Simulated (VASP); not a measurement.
Given:

```xyz
5
Lattice="5.7999 0.0000 0.0000 0.0000 5.7999 0.0000 0.0000 0.0000 5.7999" Properties=species:S:1:pos:R:3 pbc="T T T"
Cs     0.0000     0.0000     0.0000
Pb     2.9000     2.9000     2.9000
Br     2.9000     0.0000     2.9000
Br     0.0000     2.9000     2.9000
Br     2.9000     2.9000     0.0000
```

Computed with SCAN meta-GGA, VASP's PBE PAW potentials (set 64) (plane waves; VASP 6.6.1). Run with 520 eV cut-off, 4×4×4 Γ-centred mesh, Gaussian smearing of 0.050 eV, potentials Cs_sv Pb_d Br.

**Question.** Give the stress tensor in GPa (positive for a compressed cell).

**Answer.** 
```
1.53  0.00  0.00
0.00  1.53  0.00
0.00  0.00  1.53
```
The pressure is its mean diagonal, 1.53 GPa.

The compound is CsPbBr3 in the cubic perovskite structure, the ideal cubic form; the compound distorts at low or room temperature. This cell is one point of a volume scan, at 0.94 of the reference volume.
